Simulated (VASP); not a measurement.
Method: RPBE GGA, VASP's PBE PAW potentials (set 64) (plane waves; VASP).

VASP ran on this input.

**INCAR**
```
SYSTEM = La2O3
PREC = Accurate
ENCUT = 520
EDIFF = 1E-7
NELM = 100
ALGO = Normal
LREAL = .FALSE.
LASPH = .TRUE.
ISMEAR = 0
SIGMA = 0.05
GGA = RP
LMAXMIX = 6
LWAVE = .FALSE.
LCHARG = .FALSE.
ISIF = 4
IBRION = 2
NSW = 30
EDIFFG = -0.01
```

KPOINTS:
```
Automatic mesh
0
Gamma
7 7 4
0 0 0
```

POSCAR:
```
La2O3
1.0
  1.9604683243  -3.3956306528   0.0000000000
  1.9604683243   3.3956306528   0.0000000000
  0.0000000000   0.0000000000   6.2163887077
La O
2 3
Direct
  0.3333330000   0.6666670000   0.2486239345
  0.6666670000   0.3333330000   0.7513760655
  0.0000000000   0.0000000000   1.0000000000
  0.3333330000   0.6666670000   0.6451566745
  0.6666670000   0.3333330000   0.3548433255
```

POTCAR, in this order: La O (PBE.64 set). Program: vasp_std.

What will the output report for the number of irreducible k-points (NKPTS), largest plane-wave count, number of space-group operations, FFT grid (NGX, NGY, NGZ)?

The number of irreducible k-points (NKPTS) is 28. The largest plane-wave count comes out as 2249 and the number of space-group operations is 12. The FFT grid (NGX, NGY, NGZ) is 30 × 30 × 48.

The compound is La2O3 in the a-type structure. This cell is one point of a volume scan, at 0.97 of the reference volume. Symmetry was kept, so distortions that lower it aren't found.
